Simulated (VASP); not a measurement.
These are LDA (Ceperley-Alder, Perdew-Zunger), VASP's LDA PAW potentials (set 64) (plane waves; VASP) values and carry that method's errors.

The input files of a VASP run:

### INCAR
```
# general
SYSTEM  = Bi2Te3
PREC    = Accurate
ENCUT   = 300
LREAL   = .False.   # projection in real space or not
LASPH   = .True.

# electronic loop
EDIFF   = 1E-6   # SCF stop (eV)
NELM    = 100   # most electronic steps
ALGO    = Normal   # blocked Davidson
LMAXMIX = 4   # l cut-off of mixed one-centre charges

# smearing
ISMEAR  = -1
SIGMA   = 0.05

# ions
IBRION  = 2
NSW     = 50   # most ionic steps
ISIF    = 3
EDIFFG  = -0.01

# output
LWAVE   = .False.
LCHARG  = .False.
```

File KPOINTS:
```
Automatic mesh
0
Gamma
5 5 5
0 0 0
```

**POSCAR**
```
Bi2Te3
1
    2.1547220000     1.2440290000    10.4879230000
   -2.1547220000     1.2440290000    10.4879230000
    0.0000000000    -2.4880590000    10.4879230000
Bi Te
2 3
Direct
  0.6031700000   0.6031700000   0.6031700000
  0.3968300000   0.3968300000   0.3968300000
  0.7831930000   0.7831930000   0.7831930000
  0.2168070000   0.2168070000   0.2168070000
  0.0000000000   0.0000000000   0.0000000000
```

POTCAR, in this order: Bi_d Te (LDA.64 set). Program: vasp_std.

At this cut-off the stress carries a Pulay error, which pulls relaxed volumes low. Energy and stress use the plane-wave basis of the starting cell. Unless said otherwise, spin-orbit coupling is left out, though it shifts the bands of the heavy elements here.

**Question.** Estimate the energy per atom (σ→0), volume per atom, band gap (on the k-mesh).

**Answer.** 
- energy per atom (σ→0) = -4.323 eV/atom
- band gap (on the k-mesh) = 0.14 eV
- volume per atom = 32.55 Å³/atom

File OSZICAR:
```
...
  22 F= -.21613812E+02 E0= -.21613391E+02  d E =-.726224E-04
       N       E                     dE             d eps       ncg     rms          rms(c)
DAV:   1    -0.216137717837E+02    0.40822E-04   -0.26306E-02  1280   0.848E-01    0.342E-02
DAV:   2    -0.216138571352E+02   -0.85351E-04   -0.10830E-03  1480   0.233E-01    0.205E-02
DAV:   3    -0.216138485376E+02    0.85975E-05   -0.35870E-05  1344   0.524E-02    0.111E-02
DAV:   4    -0.216138462995E+02    0.22382E-05   -0.55889E-06   952   0.245E-02    0.460E-03
DAV:   5    -0.216138460447E+02    0.25476E-06   -0.13025E-06   576   0.110E-02
  23 F= -.21613846E+02 E0= -.21613424E+02  d E =-.336859E-04
```

The structure comes from a computed database's Bi2Te3 entry; how it stands against other phases isn't given here. This run relaxes it. Symmetry was kept, so distortions that lower it aren't found. The run is one of a series of settings (EDIFFG = -0.01, IBRION = 2, ISIF = 3, NSW = 50 against the base run), some of them coarse on purpose.
